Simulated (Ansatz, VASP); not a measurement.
**Two plane-wave programs on TaAl4**

```xyz
5
Lattice="-3.1184 3.1184 2.8968 3.1184 -3.1184 2.8968 3.1184 3.1184 -2.8968" Properties=species:S:1:pos:R:3 pbc="T T T"
Ta    0.0000    0.0000    5.6736
Al    1.4739   -1.4739    1.4793
Al   -1.4739    1.4739    1.4793
Al    1.4739    1.4739    1.4793
Al    1.6445    1.6445   -1.4174
```

Change from the starting cell: the structure that the rattled cell fell into.

Alike in both runs: functional PBE; k mesh 10 × 10 × 10; occupations gaussian, width 0.1 eV; no spin polarisation.

Ansatz relaxed the structure, and its values are those at the end. VASP's run is a single point on that final structure, the one shown.

|  | VASP | Ansatz |
| --- | --- | --- |
| version | VASP 6.6.1 | Ansatz 0.2.0 |
| potentials or method | VASP PAW PBE potentials, release 64 (Ta_pv, Al) | scalar-relativistic, plane waves, PAW |
| plane-wave cutoff (eV) | 520 | 420 |
| valence electrons in the cell | 23 | 25 |

```tsv
	VASP	Ansatz	Ansatz less VASP
gap on the k mesh at the Fermi level (eV)	none	none	-
pressure (GPa)	0.0	0.0	0.00
```

A gap of «none» marks a metal or a gap that the smearing closes. The two sets of potentials don't hold the same shells in valence.

Spin-orbit coupling is left out, which matters for the levels of Ta.
